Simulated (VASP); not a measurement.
# Zr2SbN (P4/mmm) in VASP: notebook

Runs on Zr2SbN. Level: LDA. Tasks: single point, relaxation of cell and atoms.

All numbers are computed with VASP 6.6.1; they aren't measurements. Logs are shortened: lines on timing, memory, paths and dates and some standing lists are left out, and cuts for length are marked.

## Step 1: The crystal as given

The structure is tetragonal, space group P4/mmm (No. 123). The conventional cell has a = 3.721 Å, b = 3.721 Å, c = 5.294 Å, α = 90.00°, β = 90.00°, γ = 90.00°. Zr (site symmetry 4/mmm) is surrounded by 4 N at 2.63 Å and 2 Sb at 2.65 Å. Around Zr (site symmetry 4/mmm) lie 4 Sb at 2.63 Å and 2 N at 2.65 Å. Sb (site symmetry 4/mmm) is surrounded by 6 Zr at 2.63 to 2.65 Å. Around N (site symmetry 4/mmm) lie 6 Zr at 2.63 to 2.65 Å.

The cell comes from a database or a generator and needn't be the stable form of this composition.

## Step 2: Single point, LDA

Contents of INCAR:

```
SYSTEM = Zr2SbN
PREC = Accurate
ENCUT = 520
EDIFF = 1E-6
ISMEAR = 0
SIGMA = 0.1
LREAL = .False.
LASPH = .True.
NELM = 100
ALGO = Fast
ISIF = 2
LWAVE = .False.
LCHARG = .False.
GGA = CA
NBANDS = 25
```

Contents of KPOINTS:

```
Automatic mesh
0
Gamma
  12 12 8
  0 0 0
```

Contents of POSCAR:

```
Zr2SbN
1.0
    3.7212058659      0.0000000000      0.0000000000
    0.0000000000      3.7212058659      0.0000000000
    0.0000000000      0.0000000000      5.2940028444
Zr Sb N
2 1 1
Direct
    0.0000000000      0.0000000000      0.0000000000
    0.5000000000      0.5000000000      0.5000000000
    0.0000000000      0.0000000000      0.5000000000
    0.5000000000      0.5000000000      0.0000000000
```

Potentials or basis: VASP PAW LDA potentials, release 64 (Zr_sv, Sb, N).

The run is started by

```
$ cat potpaw_LDA.64/Zr_sv/POTCAR potpaw_LDA.64/Sb/POTCAR potpaw_LDA.64/N/POTCAR > POTCAR
$ mpirun -np 1 vasp_std > vasp.out
```

OUTCAR:

```text
SYSTEM = Zr2SbN
   PREC = Accurate
   ENCUT = 520
   EDIFF = 1E-6
   ISMEAR = 0
   LREAL = .False.
   LASPH = .True.
   NELM = 100
   ISIF = 2
   GGA = CA

 ion  position               nearest neighbor table
   1  0.000  0.000  0.000-   4 2.63   4 2.63   4 2.63   4 2.63   3 2.65   3 2.65   2 3.73   2 3.73
                             2 3.73   2 3.73   2 3.73   2 3.73   2 3.73   2 3.73
   2  0.500  0.500  0.500-   3 2.63   3 2.63   3 2.63   3 2.63   4 2.65   4 2.65   1 3.73   1 3.73
                             1 3.73   1 3.73   1 3.73   1 3.73   1 3.73   1 3.73
   3  0.000  0.000  0.500-   2 2.63   2 2.63   2 2.63   2 2.63   1 2.65   1 2.65
   4  0.500  0.500  0.000-   1 2.63   1 2.63   1 2.63   1 2.63   2 2.65   2 2.65

  LATTYP: Found a simple tetragonal cell.
 ALAT       =     3.7212058659
 C/A-ratio  =     1.4226578790

  Lattice vectors:

 A1 = (   3.7212058659,   0.0000000000,   0.0000000000)
 A2 = (   0.0000000000,   3.7212058659,   0.0000000000)
 A3 = (   0.0000000000,   0.0000000000,   5.2940028444)

Analysis of symmetry for initial positions (statically):
=====================================================================
 Subroutine PRICEL returns:
 Original cell was already a primitive cell.

 Routine SETGRP: Setting up the symmetry group for a
 simple tetragonal supercell.

 Subroutine GETGRP returns: Found 16 space group operations
 (whereof 16 operations were pure point group operations)
 out of a pool of 16 trial point group operations.

The static configuration has the point symmetry D_4h.

Analysis of symmetry for dynamics (positions and initial velocities):
=====================================================================
 Subroutine PRICEL returns:
 Original cell was already a primitive cell.

 Routine SETGRP: Setting up the symmetry group for a
 simple tetragonal supercell.

 Subroutine GETGRP returns: Found 16 space group operations
 (whereof 16 operations were pure point group operations)
 out of a pool of 16 trial point group operations.

The dynamic configuration has the point symmetry D_4h.

 Subroutine INISYM returns: Found 16 space group operations
 (whereof 16 operations are pure point group operations),
 and found     1 'primitive' translations

----------------------------------------------------------------------------------------

                                     Primitive cell

  volume of cell :      73.3080

  direct lattice vectors                    reciprocal lattice vectors
     3.721205866  0.000000000  0.000000000     0.268730093  0.000000000  0.000000000
     0.000000000  3.721205866  0.000000000     0.000000000  0.268730093  0.000000000
[... 94 lines left out ...]
   NFREE  =      0    steps in history (QN), initial steepest desc. (CG)
   ISIF   =      2    stress and relaxation
   ISYM   =      2    0-nonsym 1-usesym 2-fastsym
   POTIM  = 0.5000    time-step for ionic-motion
   TEBEG  =    0.0;   TEEND  =   0.0 temperature during run
   PSTRESS=    0.0 pullay stress
   NELECT =      34.0000    total number of electrons
   NUPDOWN=      -1.0000    fix difference up-down
   EMIN   =  10.00;   EMAX   =-10.00  energy-range for DOS
   EFERMI =   0.00;   METHOD = LEGACY
   ISMEAR =     0;   SIGMA  =   0.10  broadening in eV -4-tet -1-fermi 0-gaus
   EFERMI_NEDOS =   21; number of points for ismear=-14 and -15
   IALGO  =     68    algorithm
   IMIX   =      4    mixing-type and parameters
     AMIX     =   0.40;   BMIX     =  1.00
     AMIX_MAG =   1.60;   BMIX_MAG =  1.00
  volume/ion in A,a.u.               =      18.33       123.68
  Fermi-wavevector in a.u.,A,eV,Ry     =   1.267216  2.394691 21.848727  1.605836
  Thomas-Fermi vector in A             =   2.400376
   LORBIT       =      0    0 simple, 1 ext, 2 COOP (PROOUT), +10 PAW based schemes
   GGA     = CA    functional components
   LHFCALC =     F    Hartree Fock is set to
   AEXX    =    0.0000 exact exchange contribution
   IVDW    =     0    specifies the selected vdW correction
   LEPSILON=     F    determine dielectric tensor
   LRPA    =     F    only Hartree local field effects (RPA)
 non-spin polarized calculation
 RMM-DIIS sequential band-by-band and
 Gauss-broadening in eV      SIGMA  =   0.10
  energy-cutoff  :      520.00
  volume of cell :       73.31
 maximum number of plane-waves:      1998
 NGX is ok and might be reduce to    28
   NGX = 13   NGY = 13   NGZ = 19

 number of electron      34.0000003 magnetization

 Free energy of the ion-electron system (eV)
  ---------------------------------------------------
  ext. energy  EPLUGINS =         0.00000000
  ---------------------------------------------------
  free energy    TOTEN  =       -33.45179539 eV

  energy without entropy =      -33.43843754  energy(sigma->0) =      -33.44511646

 E-fermi :   9.9602     XC(G=0): -11.4746

 val. band max:        9.9561954296   @ k =   0.5000   0.4167   0.3750
 cond. band min:       9.9668766183   @ k =   0.0000   0.0000   0.0000
 fundamental gap:      0.0106811886
 Fermi energy:         9.9602213639

 k-point     1 :       0.0000    0.0000    0.0000
  band No.  band energies     occupation
      1     -39.7602      2.00000
      2     -39.3454      2.00000
      3     -18.1431      2.00000
      4     -17.8153      2.00000
      5     -17.8153      2.00000
      6     -17.6644      2.00000
[... 661 lines left out ...]
     24      12.6191      0.00000
     25      12.8250      0.00000

 [... further k-points ...]

------------------------ aborting loop because EDIFF is reached ----------------------------------------

  FORCE on cell =-STRESS in cart. coord.  units (eV):
  Direction    XX          YY          ZZ          XY          YZ          ZX
  --------------------------------------------------------------------------------------
  -------------------------------------------------------------------------------------
  Total        0.1036610      0.1036610      0.1455197      0.0000000      0.0000000      0.0000000
  in kB        2.2655539      2.2655539      3.1803926      0.0000000      0.0000000      0.0000000
  external PRESSURE =       2.5705001 kB  Pullay stress =       0.0000000 kB

 VOLUME and BASIS-vectors are now :
 -----------------------------------------------------------------------------
  energy-cutoff  :      520.00
  volume of cell :       73.31
      direct lattice vectors                 reciprocal lattice vectors
     3.721205866  0.000000000  0.000000000     0.268730093  0.000000000  0.000000000
     0.000000000  3.721205866  0.000000000     0.000000000  0.268730093  0.000000000
     0.000000000  0.000000000  5.294002844     0.000000000  0.000000000  0.188892985

 POSITION                                       TOTAL-FORCE (eV/Angst)
 -----------------------------------------------------------------------------------
      0.00000      0.00000      0.00000         0.000000      0.000000      0.000000
      1.86060      1.86060      2.64700         0.000000      0.000000      0.000000
      0.00000      0.00000      2.64700         0.000000      0.000000      0.000000
      1.86060      1.86060      0.00000         0.000000      0.000000      0.000000
 -----------------------------------------------------------------------------------
    total drift:                                0.000000      0.000000      0.000000

  FREE ENERGIE OF THE ION-ELECTRON SYSTEM (eV)
  ---------------------------------------------------
  free  energy   TOTEN  =       -33.4517953896 eV

  energy  without entropy=      -33.4384375351  energy(sigma->0) =      -33.44511646
```

stdout:

```text
POSCAR found type information on POSCAR ZrSbN
 POSCAR found :  3 types and       4 ions
 scaLAPACK will be used
 LDA part: xc-table for (Slater(with rela. corr.)+CA(PZ))
 , standard interpolation
 POSCAR, INCAR and KPOINTS ok, starting setup
 FFT: planning ... GRIDC
 FFT: planning ... GRID_SOFT
 FFT: planning ... GRID
 WAVECAR not read
 entering main loop
WARNING in EDDRMM: call to ZHEGV failed, returncode =   6  3     13
WARNING in EDDRMM: call to ZHEGV failed, returncode =   6  3     14
WARNING in EDDRMM: call to ZHEGV failed, returncode =   8  4     16
WARNING in EDDRMM: call to ZHEGV failed, returncode =   8  4      9
WARNING in EDDRMM: call to ZHEGV failed, returncode =   8  4     11
WARNING in EDDRMM: call to ZHEGV failed, returncode =   6  3     14
WARNING in EDDRMM: call to ZHEGV failed, returncode =   6  3     12
WARNING in EDDRMM: call to ZHEGV failed, returncode =   6  3     15
WARNING in EDDRMM: call to ZHEGV failed, returncode =   8  4     10
WARNING in EDDRMM: call to ZHEGV failed, returncode =   8  4     10
```

Wall time 5 min (1 thread of Intel Xeon Platinum 8559C (Emerald Rapids), shared host); peak memory 0.34 GiB.

Results:

```yaml
Free_energy: -33.4518 eV
Pressure: 0.3 GPa
Band_gap_on_the_k_mesh: none (metal or under the smearing width)
```

## Step 3: Single point, LDA

This run uses another cell than the first one, of 18.26 Å³/atom, 0.997 times its volume.

Contents of INCAR:

```
  PREC = Accurate
  ENCUT = 520
  EDIFF = 1E-6
  ISMEAR = 0
  SIGMA = 0.1
  LREAL = False
  LASPH = True
  NELM = 100
  ALGO = Normal
  ISIF = 2
  LWAVE = False
  LCHARG = False
  GGA = CA
  NBANDS = 25
```

Contents of KPOINTS:

```
Automatic mesh
0
Gamma
  6 6 4
```

Contents of POSCAR:

```
Zr2SbN
1.0
    3.7159364240      0.0000000000      0.0000000000
    0.0000000000      3.7159364240      0.0000000000
    0.0000000000      0.0000000000      5.2909054440
Zr Sb N
2 1 1
Direct
    0.0000000000      0.0000000000      0.0000000000
    0.5000000000      0.5000000000      0.5000000000
    0.0000000000      0.0000000000      0.5000000000
    0.5000000000      0.5000000000      0.0000000000
```

Potentials or basis: VASP PAW LDA potentials, release 64 (Zr_sv, Sb, N).

The run is started by

```
$ cat potpaw_LDA.64/Zr_sv/POTCAR potpaw_LDA.64/Sb/POTCAR potpaw_LDA.64/N/POTCAR > POTCAR
$ mpirun -np 1 vasp_std > vasp.out
```

Wall time 40 s (1 thread of Intel Xeon Platinum 8488C (Sapphire Rapids), shared host); peak memory 0.19 GiB.

The run converged. Its results:

| Quantity | Value |
| --- | --- |
| Free energy | -33.4676 eV |
| Pressure | 0.7 GPa |
| Band gap on the k mesh | none (metal or under the smearing width) |

Stress tensor (GPa, compression positive):
```
0.63 0.00 0.00
0.00 0.63 0.00
0.00 0.00 0.82
```

Levels at points of the mesh, in eV from the Fermi level:
| k point | band 13 | band 14 | band 15 | band 16 | band 17 | band 18 | band 19 | band 20 | band 21 | band 22 |
| --- | --- | --- | --- | --- | --- | --- | --- | --- | --- | --- |
| (0.00, 0.00, 0.00) | -2.16 | -2.16 | -0.86 | -0.60 | -0.60 | -0.43 | -0.02 | -0.02 | 0.27 | 0.30 |
| (0.50, 0.00, 0.00) | -3.89 | -3.77 | -3.57 | -3.47 | 0.67 | 0.80 | 0.85 | 1.48 | 1.84 | 1.97 |
| (0.50, 0.50, 0.00) | -2.62 | -2.62 | -2.33 | -2.01 | -2.01 | -1.26 | 1.09 | 1.83 | 2.17 | 2.21 |
| (0.00, 0.00, 0.50) | -2.47 | -2.36 | -2.36 | -1.58 | -1.58 | -1.14 | 0.43 | 1.17 | 1.43 | 1.43 |
| (0.50, 0.00, 0.50) | -4.17 | -3.88 | -3.77 | -3.66 | 1.21 | 1.44 | 1.53 | 1.78 | 1.89 | 2.00 |
| (0.50, 0.50, 0.50) | -4.19 | -3.74 | -3.74 | -3.59 | 0.31 | 0.31 | 1.44 | 1.44 | 2.21 | 2.25 |

## Step 4: Relaxation of cell and atoms, LDA

This run uses another cell than the first one, of 15.74 Å³/atom, 0.859 times its volume.

Contents of INCAR:

```
PREC = Accurate
ENCUT = 600
EDIFF = 1E-6
ISMEAR = 0
SIGMA = 0.1
LREAL = False
LASPH = True
NELM = 100
ALGO = Fast
ISIF = 3
LWAVE = False
LCHARG = False
IBRION = 2
NSW = 100
EDIFFG = -0.05
```

Contents of KPOINTS:

```
regular mesh
0
Gamma
  6 6 4
```

Contents of POSCAR:

```
Zr2SbN
1.0
    3.5441982672      0.0000000000      0.0000000000
    0.0000000000      3.5441982672      0.0000000000
    0.0000000000      0.0000000000      5.0122532571
Zr Sb N
2 1 1
Direct
    0.0000000000      0.0000000000      0.0000000000
    0.5000000000      0.5000000000      0.5000000000
    0.0000000000      0.0000000000      0.5000000000
    0.5000000000      0.5000000000      0.0000000000
```

The run is started by

```
$ cat potpaw_LDA.64/Zr_sv/POTCAR potpaw_LDA.64/Sb/POTCAR potpaw_LDA.64/N/POTCAR > POTCAR
$ mpirun -np 1 vasp_std > vasp.out
```

Wall time 4 min (1 thread of Intel Xeon Platinum 8488C (Sapphire Rapids), shared host); peak memory 0.2 GiB.

The run converged. Its results:

| Quantity | Value |
| --- | --- |
| Free energy | -33.4633 eV |
| Relaxed volume | 18.39 Å³/atom |
| Relaxed cell | a = 3.724 Å, b = 3.724 Å, c = 5.304 Å, α = 90.00°, β = 90.00°, γ = 90.00° |
| Space group after relaxing (to 0.05 Å) | P4/mmm (No. 123) |
| Energy gained by relaxing | 209.8 meV/atom |
| Ionic steps | 4 |
| Pressure after relaxing | -0.2 GPa |
| Band gap on the k mesh | none (metal or under the smearing width) |

Step by step:
```csv
step,energy change (eV),largest force (eV/Å),pressure (GPa),volume (Å³)
1,0.0000,0.0000,29.32,62.96
2,0.6532,0.0000,-19.85,93.01
3,-0.8365,0.0000,-1.24,74.11
4,-0.8390,0.0000,-0.24,73.55
```

Final structure:
```
Zr Sb N
1.0
     3.72387    0.00000    0.00000
     0.00000    3.72387    0.00000
     0.00000    0.00000    5.30405
Zr Sb N
2 1 1
Direct
  0.00000 0.00000 0.00000
  0.50000 0.50000 0.50000
  0.00000 0.00000 0.50000
  0.50000 0.50000 0.00000
```

Levels at points of the mesh, in eV from the Fermi level:
```
           k point  band 14  band 15  band 16  band 17  band 18  band 19  band 20  band 21
(0.00, 0.00, 0.00)    -2.15    -0.86    -0.60    -0.60    -0.43    -0.03    -0.03     0.26
(0.50, 0.00, 0.00)    -3.76    -3.55    -3.44     0.66     0.80     0.85     1.47     1.85
(0.50, 0.50, 0.00)    -2.59    -2.31    -2.00    -2.00    -1.27     1.07     1.81     2.17
(0.00, 0.00, 0.50)    -2.34    -2.34    -1.58    -1.58    -1.12     0.42     1.29     1.42
(0.50, 0.00, 0.50)    -3.85    -3.74    -3.64     1.20     1.43     1.52     1.79     1.95
(0.50, 0.50, 0.50)    -3.72    -3.72    -3.56     0.31     0.31     1.42     1.42     2.20
```

Caveat: the volume moved by over 15 % at a fixed basis, so the end points are rough; the relaxation stopped at a loose force limit of 0.05 eV/Å, so its end isn't a converged minimum.

## Step 5: The runs side by side

```tsv
task	cell	k mesh	cutoff (eV)	gap on the mesh (eV)	pressure (GPa)
single point	P4/mmm, 18.33 Å³/atom	12 × 12 × 8	520	none	0.3
single point	P4/mmm, 18.26 Å³/atom	6 × 6 × 4	520	none	0.7
relaxation of cell and atoms	relaxed	6 × 6 × 4	600	none	-0.2
```

Alike in all rows: level LDA; potentials or basis VASP PAW LDA potentials, release 64 (Zr_sv, Sb, N); no spin polarisation; smearing gaussian 0.1 eV.

Caveats: the volume moved by over 15 % at a fixed basis, so the end points are rough (some runs); the relaxation stopped at a loose force limit of 0.05 eV/Å, so its end isn't a converged minimum (some runs).

Total energies depend on the potentials used, so only differences within one code and one set of settings carry meaning.
